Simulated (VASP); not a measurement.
# BaC2: accuracy against cost in the plane-wave cutoff and smearing

How sensitive are energy, pressure and forces of BaC2 to the plane-wave cutoff and smearing? The atoms are off their equilibrium sites, so that forces can be compared too. The series runs use r2SCAN. The plane-wave cutoff tried: ENCUT = 240; ENCUT = 300; ENCUT = 360; ENCUT = 400; ENCUT = 460; ENCUT = 520; ENCUT = 640; ENCUT = 800. The smearing tried: ISMEAR = -1, SIGMA = 0.01; ISMEAR = -1, SIGMA = 0.05; ISMEAR = -1, SIGMA = 0.1; ISMEAR = -1, SIGMA = 0.2; ISMEAR = -1, SIGMA = 0.5; ISMEAR = 2, SIGMA = 0.01; ISMEAR = 2, SIGMA = 0.05; ISMEAR = 2, SIGMA = 0.1; ISMEAR = 2, SIGMA = 0.2; ISMEAR = 2, SIGMA = 0.5; ISMEAR = -5. The atoms of the start are displaced at random from the sites of a I4/mmm cell.

Program: VASP 6.6.1. Level of theory: r2SCAN; plane waves and PAW (Ba_sv, C). Results are calculated unless marked as measured.

Report form: the programs' logs are mostly left out.

### Step 1. Set-up

It takes space group P1 (No. 1, triclinic). The conventional cell has a = 4.407 Å, b = 4.407 Å, c = 4.788 Å, α = 117.40°, β = 117.40°, γ = 90.00°. Ba has 10 C at 2.99 to 3.28 Å nearest. C has 1 C at 1.27 Å and 5 Ba at 3.01 to 3.28 Å nearest. Nearest to C lie 1 C at 1.27 Å and 5 Ba at 2.99 to 3.27 Å. Farther neighbours are not listed.

### Step 2. Plane-wave cutoff: ENCUT = 240

The basis grows with ENCUT, and energy and stress both move with it. r2SCAN adds the kinetic-energy density, costs more than a GGA and is run with LASPH.

File INCAR:

```
SYSTEM = BaC2
PREC = Accurate
ENCUT = 240
EDIFF = 1E-06
NELM = 100
ISMEAR = -1
SIGMA = 0.05
LREAL = .FALSE.
ALGO = Normal
METAGGA = R2SCAN
LASPH = .TRUE.
NBANDS = 15
LORBIT = 11
LWAVE = .FALSE.
LCHARG = .FALSE.
KPAR = 4
ISIF = 2
```

File POSCAR:

```
BaC2
1.0
   -2.2035210000      2.2035210000      3.6344930000
    2.2035210000     -2.2035210000      3.6344930000
    2.2035210000      2.2035210000     -3.6344930000
Ba C
1 2
Direct
    0.0072440000     -0.0159100000     -0.0003550000
    0.5769220000      0.5864340000     -0.0013630000
    0.4056860000      0.4128620000      0.0033640000
```

File KPOINTS:

```
Automatic mesh
0
Gamma
6 6 7
0 0 0
```

The projector-augmented-wave data sets are Ba_sv and C (PBE family, release 64).

Launch:

```sh
> mpirun -np 4 vasp_std
```

It took 15 s on 4 MPI ranks of Intel Xeon 6975P-C (Granite Rapids), shared host; peak memory 0.61 GiB.

The gap is read on the k-mesh alone, so it is an upper bound where the band edges lie off the mesh. Harder data sets than Ba_sv exist (the GW ones), and pressures, volumes and forces can shift noticeably with them. The PAW data sets were made with PBE, which is usual practice but a small mismatch for other functionals.

Numbers from this step:

```yaml
scf_cycles: 14
electrons: 18
bands: 15
irreducible_k_points: 128
symmetry_operations: 1
free_energy_toten: -46.63 eV
fermi_energy: 1.182 eV
pressure: -10.97 GPa
metallic: no
valence_top_at_k: 0, 0.5, 0.4286
conduction_bottom_at_k: 0.5, 0.5, 0
least_direct_gap_at_k: 0.5, 0.5, 0
gap_on_the_k_mesh: 1.828 eV
least_direct_gap_on_the_k_mesh: 2.530 eV
```

The series starts at -15.5419 eV an atom and -10.97 GPa, after 14 cycles in 15 s.

### Step 3. Plane-wave cutoff: ENCUT = 300

INCAR: that of step 2 with these lines changed.

```diff
@@ -2,3 +2,3 @@
 PREC = Accurate
-ENCUT = 240
+ENCUT = 300
 EDIFF = 1E-06
```

POSCAR is that of step 2.

KPOINTS is that of step 2.

Launch:

```sh
> mpirun -np 4 vasp_std
```

Elapsed: 36 s, on 4 MPI ranks; peak memory 0.76 GiB; 2.1 min of CPU time.

Against the run before the energy moves by +20.51 meV an atom and the pressure by +5.71 GPa, after 14 cycles in 36 s.

### Step 4. Plane-wave cutoff: ENCUT = 360

INCAR: that of step 3 with these lines changed.

```diff
@@ -2,3 +2,3 @@
 PREC = Accurate
-ENCUT = 300
+ENCUT = 360
 EDIFF = 1E-06
```

POSCAR is that of step 3.

KPOINTS is that of step 3.

Launch:

```sh
> mpirun -np 4 vasp_std
```

It took 50 s on 4 MPI ranks; peak memory 0.84 GiB.

Against the run before the energy moves by +11.14 meV an atom and the pressure by +2.91 GPa, after 14 cycles in 50 s.

### Step 5. Plane-wave cutoff: ENCUT = 400

INCAR: that of step 4 with these lines changed.

```diff
@@ -2,3 +2,3 @@
 PREC = Accurate
-ENCUT = 360
+ENCUT = 400
 EDIFF = 1E-06
```

POSCAR is that of step 4.

KPOINTS is that of step 4.

Launch:

```sh
> mpirun -np 4 vasp_std
```

The job ended after 36 s (4 MPI ranks; peak memory 0.94 GiB).

Against the run before the energy moves by +4.02 meV an atom and the pressure by +0.85 GPa, after 14 cycles in 36 s.

### Step 6. Plane-wave cutoff: ENCUT = 460

INCAR: that of step 5 with these lines changed.

```diff
@@ -2,3 +2,3 @@
 PREC = Accurate
-ENCUT = 400
+ENCUT = 460
 EDIFF = 1E-06
```

POSCAR is that of step 5.

KPOINTS is that of step 5.

Launch:

```sh
> mpirun -np 4 vasp_std
```

It took 62 s on 4 MPI ranks; peak memory 1.1 GiB; 3.5 min of CPU time.

Against the run before the energy moves by +4.35 meV an atom and the pressure by +0.47 GPa, after 14 cycles in 62 s.

### Step 7. Plane-wave cutoff: ENCUT = 520

INCAR: that of step 6 with these lines changed.

```diff
@@ -2,3 +2,3 @@
 PREC = Accurate
-ENCUT = 460
+ENCUT = 520
 EDIFF = 1E-06
```

POSCAR is that of step 6.

KPOINTS is that of step 6.

Launch:

```sh
> mpirun -np 4 vasp_std
```

Run time: 62 s. Hardware: 4 MPI ranks; peak memory 1.2 GiB; 3.5 min of CPU time.

Against the run before the energy moves by +1.35 meV an atom and the pressure by +0.04 GPa, after 14 cycles in 62 s.

### Step 8. Plane-wave cutoff: ENCUT = 640

INCAR: that of step 7 with these lines changed.

```diff
@@ -2,3 +2,3 @@
 PREC = Accurate
-ENCUT = 520
+ENCUT = 640
 EDIFF = 1E-06
```

POSCAR is that of step 7.

KPOINTS is that of step 7.

Launch:

```sh
> mpirun -np 4 vasp_std
```

Run time: 92 s. Hardware: 4 MPI ranks; peak memory 1.5 GiB; 5.4 min of CPU time.

Against the run before the energy moves by -1.85 meV an atom and the pressure by -0.10 GPa, after 14 cycles in 92 s.

### Step 9. Plane-wave cutoff: ENCUT = 800

INCAR: that of step 8 with these lines changed.

```diff
@@ -2,3 +2,3 @@
 PREC = Accurate
-ENCUT = 640
+ENCUT = 800
 EDIFF = 1E-06
```

POSCAR is that of step 8.

KPOINTS is that of step 8.

Launch:

```sh
> mpirun -np 4 vasp_std
```

Wall time 2.6 min (4 MPI ranks); peak memory 2 GiB.

Against the run before the energy moves by -2.69 meV an atom and the pressure by +0.05 GPa, after 14 cycles in 2.6 min.

### Step 10. The plane-wave cutoff series as a table

This step: convergence of r2SCAN results with the cutoff; plane waves and PAW (VASP 6.6.1).

Derived from the runs above.

Differences are taken from the run with ENCUT = 800. Results of the series, by row:

```csv
setting,status,energy less the reference (meV/atom),pressure (GPa),largest force difference (meV/Å),gap (eV),SCF cycles,wall time (s)
ENCUT = 240,converged,-36.83,-10.97,460.7,1.828,14,14.6
ENCUT = 300,converged,-16.32,-5.253,353.8,1.893,14,36
ENCUT = 360,converged,-5.18,-2.346,96.54,1.92,14,50
ENCUT = 400,converged,-1.157,-1.499,30.64,1.925,14,36
ENCUT = 460,converged,3.191,-1.034,15.59,1.926,14,62
ENCUT = 520,converged,4.545,-0.9922,15.18,1.926,14,62
ENCUT = 640,converged,2.691,-1.097,8.132,1.927,14,92
ENCUT = 800,converged,0,-1.046,0,1.927,14,155
```

### Step 11. Smearing: ISMEAR = -1, SIGMA = 0.01

This step: r2SCAN; plane waves and PAW (Ba_sv, C) (VASP 6.6.1).

With a gap, smearing should do nothing until its tail reaches across the gap.

INCAR: that of step 9 with these lines changed.

```diff
@@ -2,3 +2,3 @@
 PREC = Accurate
-ENCUT = 800
+ENCUT = 520
 EDIFF = 1E-06
@@ -6,3 +6,3 @@
 ISMEAR = -1
-SIGMA = 0.05
+SIGMA = 0.01
 LREAL = .FALSE.
```

POSCAR is that of step 9.

KPOINTS is that of step 9.

Launch:

```sh
> mpirun -np 4 vasp_std
```

The job ended after 59 s (4 MPI ranks; peak memory 1.2 GiB; 3.6 min of CPU time).

This step gave:

- free energy (TOTEN): -46.50 eV
- Fermi energy: 0.3771 eV
- pressure: -0.9922 GPa
- gap on the k-mesh: 1.926 eV
- least direct gap on the k-mesh: 2.610 eV

The series starts at -15.5005 eV an atom and -0.99 GPa, after 14 cycles in 59 s. The entropy term T·S comes to 0.00 meV an atom in size.

### Step 12. Smearing: ISMEAR = -1, SIGMA = 0.05

INCAR: that of step 11 with these lines changed.

```diff
@@ -6,3 +6,3 @@
 ISMEAR = -1
-SIGMA = 0.01
+SIGMA = 0.05
 LREAL = .FALSE.
```

POSCAR is that of step 11.

KPOINTS is that of step 11.

Launch:

```sh
> mpirun -np 4 vasp_std
```

It took 59 s on 4 MPI ranks; peak memory 1.2 GiB; 3.6 min of CPU time.

Against the run before the energy at zero width stays within 0.01 meV an atom and the pressure within 0.01 GPa, after 14 cycles in 59 s. The entropy term T·S comes to 0.00 meV an atom in size.

### Step 13. Smearing: ISMEAR = -1, SIGMA = 0.1

INCAR: that of step 12 with these lines changed.

```diff
@@ -6,3 +6,3 @@
 ISMEAR = -1
-SIGMA = 0.05
+SIGMA = 0.1
 LREAL = .FALSE.
```

POSCAR is that of step 12.

KPOINTS is that of step 12.

Launch:

```sh
> mpirun -np 4 vasp_std
```

Elapsed: 54 s, on 4 MPI ranks; peak memory 1.2 GiB; 3.5 min of CPU time.

Against the run before the energy at zero width stays within 0.01 meV an atom and the pressure within 0.01 GPa, after 14 cycles in 54 s. The entropy term T·S comes to 0.00 meV an atom in size.

### Step 14. Smearing: ISMEAR = -1, SIGMA = 0.2

INCAR: that of step 13 with these lines changed.

```diff
@@ -6,3 +6,3 @@
 ISMEAR = -1
-SIGMA = 0.1
+SIGMA = 0.2
 LREAL = .FALSE.
```

POSCAR is that of step 13.

KPOINTS is that of step 13.

Launch:

```sh
> mpirun -np 4 vasp_std
```

Run time: 54 s. Hardware: 4 MPI ranks; peak memory 1.2 GiB.

Against the run before the energy at zero width moves by +0.42 meV an atom while the pressure stays within 0.01 GPa, after 14 cycles in 54 s. The entropy term T·S comes to 1.19 meV an atom in size.

### Step 15. Smearing: ISMEAR = -1, SIGMA = 0.5

INCAR: that of step 14 with these lines changed.

```diff
@@ -6,3 +6,3 @@
 ISMEAR = -1
-SIGMA = 0.2
+SIGMA = 0.5
 LREAL = .FALSE.
```

POSCAR is that of step 14.

KPOINTS is that of step 14.

Launch:

```sh
> mpirun -np 4 vasp_std
```

The job ended after 54 s (4 MPI ranks; peak memory 1.2 GiB).

Against the run before the energy at zero width moves by +24.00 meV an atom and the pressure by -0.03 GPa, after 14 cycles in 54 s. The entropy term T·S comes to 93.91 meV an atom in size.

### Step 16. Smearing: ISMEAR = 2, SIGMA = 0.01

INCAR: that of step 15 with these lines changed.

```diff
@@ -5,4 +5,4 @@
 NELM = 100
-ISMEAR = -1
-SIGMA = 0.5
+ISMEAR = 2
+SIGMA = 0.01
 LREAL = .FALSE.
```

POSCAR is that of step 15.

KPOINTS is that of step 15.

Launch:

```sh
> mpirun -np 4 vasp_std
```

Elapsed: 54 s, on 4 MPI ranks; peak memory 1.2 GiB; 3.5 min of CPU time.

Methfessel-Paxton smearing is not meant for a cell with a gap.

Against the first of the series the energy at zero width stays within 0.01 meV an atom and the pressure within 0.01 GPa, after 14 cycles in 54 s. The entropy term T·S comes to 0.00 meV an atom in size.

### Step 17. Smearing: ISMEAR = 2, SIGMA = 0.05

INCAR: that of step 16 with these lines changed.

```diff
@@ -6,3 +6,3 @@
 ISMEAR = 2
-SIGMA = 0.01
+SIGMA = 0.05
 LREAL = .FALSE.
```

POSCAR is that of step 16.

KPOINTS is that of step 16.

Launch:

```sh
> mpirun -np 4 vasp_std
```

It took 54 s on 4 MPI ranks; peak memory 1.2 GiB.

Against the run before the energy at zero width stays within 0.01 meV an atom and the pressure within 0.01 GPa, after 14 cycles in 54 s. The entropy term T·S comes to 0.00 meV an atom in size.

### Step 18. Smearing: ISMEAR = 2, SIGMA = 0.1

INCAR: that of step 17 with these lines changed.

```diff
@@ -6,3 +6,3 @@
 ISMEAR = 2
-SIGMA = 0.05
+SIGMA = 0.1
 LREAL = .FALSE.
```

POSCAR is that of step 17.

KPOINTS is that of step 17.

Launch:

```sh
> mpirun -np 4 vasp_std
```

Elapsed: 54 s, on 4 MPI ranks; peak memory 1.2 GiB.

Against the run before the energy at zero width moves by +0.19 meV an atom while the pressure stays within 0.01 GPa, after 14 cycles in 54 s. The entropy term T·S comes to 0.44 meV an atom in size.

### Step 19. Smearing: ISMEAR = 2, SIGMA = 0.2

INCAR: that of step 18 with these lines changed.

```diff
@@ -6,3 +6,3 @@
 ISMEAR = 2
-SIGMA = 0.1
+SIGMA = 0.2
 LREAL = .FALSE.
```

POSCAR is that of step 18.

KPOINTS is that of step 18.

Launch:

```sh
> mpirun -np 4 vasp_std
```

Run time: 54 s. Hardware: 4 MPI ranks; peak memory 1.2 GiB; 3.5 min of CPU time.

Against the run before the energy at zero width moves by +0.34 meV an atom and the pressure by -0.01 GPa, after 14 cycles in 54 s. The entropy term T·S comes to 1.46 meV an atom in size.

### Step 20. Smearing: ISMEAR = 2, SIGMA = 0.5

INCAR: that of step 19 with these lines changed.

```diff
@@ -6,3 +6,3 @@
 ISMEAR = 2
-SIGMA = 0.2
+SIGMA = 0.5
 LREAL = .FALSE.
```

POSCAR is that of step 19.

KPOINTS is that of step 19.

Launch:

```sh
> mpirun -np 4 vasp_std
```

It took 54 s on 4 MPI ranks; peak memory 1.2 GiB.

Against the run before the energy at zero width moves by +1.97 meV an atom and the pressure by -0.02 GPa, after 14 cycles in 54 s. The entropy term T·S comes to 5.36 meV an atom in size.

### Step 21. Smearing: ISMEAR = -5

INCAR: that of step 20 with these lines changed.

```diff
@@ -5,4 +5,4 @@
 NELM = 100
-ISMEAR = 2
-SIGMA = 0.5
+ISMEAR = -5
+SIGMA = 0.05
 LREAL = .FALSE.
```

POSCAR is that of step 20.

KPOINTS is that of step 20.

Launch:

```sh
> mpirun -np 4 vasp_std
```

Wall time 54 s (4 MPI ranks); peak memory 1.2 GiB; 3.5 min of CPU time.

Against the first of the series the energy at zero width stays within 0.01 meV an atom and the pressure within 0.01 GPa, after 14 cycles in 54 s.

### Step 22. The smearing series as a table

This step: convergence of r2SCAN results with the smearing; plane waves and PAW (VASP 6.6.1).

No new run; the numbers come from the runs before.

Differences are taken from the run with ISMEAR = -1, SIGMA = 0.01. Results of the series, by row:

```csv
setting,status,energy less the reference (meV/atom),pressure (GPa),largest force difference (meV/Å),gap (eV),SCF cycles,wall time (s)
"ISMEAR = -1, SIGMA = 0.01",converged,0,-0.9922,0,1.926,14,59
"ISMEAR = -1, SIGMA = 0.05",converged,0,-0.9922,0,1.926,14,59
"ISMEAR = -1, SIGMA = 0.1",converged,0.001803,-0.9922,0.017,1.926,14,54
"ISMEAR = -1, SIGMA = 0.2",converged,0.4202,-0.9964,3.855,1.927,14,54
"ISMEAR = -1, SIGMA = 0.5",converged,24.42,-1.023,223.9,1.966,14,54
"ISMEAR = 2, SIGMA = 0.01",converged,0,-0.9922,0.001,1.926,14,54
"ISMEAR = 2, SIGMA = 0.05",converged,-1.10e-4,-0.9963,1.005,1.926,14,54
"ISMEAR = 2, SIGMA = 0.1",converged,0.1948,-0.9947,3.409,1.926,14,54
"ISMEAR = 2, SIGMA = 0.2",converged,0.5303,-1.003,2.593,1.926,14,54
"ISMEAR = 2, SIGMA = 0.5",converged,2.496,-1.021,21.56,1.926,14,54
ISMEAR = -5,converged,0,-0.9922,0,1.926,14,54
```

### Step 23. What came out

| Item | Value |
| --- | --- |
| plane-wave cutoff from which the energy stays within 10 meV/atom of the reference | ENCUT = 360 |
| plane-wave cutoff from which the energy stays within 1 meV/atom of the reference | none before the reference itself |
| plane-wave cutoff from which the pressure stays within 0.2 GPa of the reference | ENCUT = 460 |
| spread of the pressure over the plane-wave cutoff | 9.98 GPa |
| spread of the energy over the plane-wave cutoff | 41.4 meV/atom |
| spread of the pressure over the smearing | 0.0308 GPa |
| spread of the energy over the smearing | 24.4 meV/atom |

In words: No run before the reference (ENCUT = 800) settles within 1 meV an atom of it; the nearest step is off by +2.7 meV an atom, -0.05 GPa, 8.1 meV/Å in forces. The pressure holds within 0.2 GPa from ENCUT = 460 on. These cutoffs are 0.6 to 2 times the default of the data sets, about 400 eV; at the default the run is off by -1.2 meV an atom, -0.45 GPa, 30.6 meV/Å in forces, and at 1.3 times by +4.5 meV an atom, +0.05 GPa, 15.2 meV/Å in forces. Energy differences between like cells converge faster than these totals. The usual rule keeps the entropy term T·S under 1 meV an atom, which holds up to a width of 0.1 eV for Fermi-Dirac and 0.1 eV for second-order Methfessel-Paxton. Farthest in energy from the narrowest smearing lies ISMEAR = -1, SIGMA = 0.5 (+24.4 meV an atom, -0.03 GPa, 223.9 meV/Å in forces). Methfessel-Paxton smearing is made for metals and can give negative occupations at band edges. Differences are taken from the run with ENCUT = 800, which is itself not the exact limit. The runs at ENCUT = 240; ENCUT = 300 are over 30 meV an atom or 2 GPa off and describe the material poorly.

[Lines on the potential files, build, host, timing and source positions are cut from VASP's logs without a mark.]

[Logs are printed without paths, hosts, clocks, repeated set-up lines and the standing remarks that a program may print on its own settings, such as how far it seeks lower states.]

[Hosts, paths, dates, database ids (printed as entryN), source tags and the programs' standing remarks are cut or masked in the printed files.]

[A measured line is paired with the nearest computed mode of its activity, which favours agreement.]
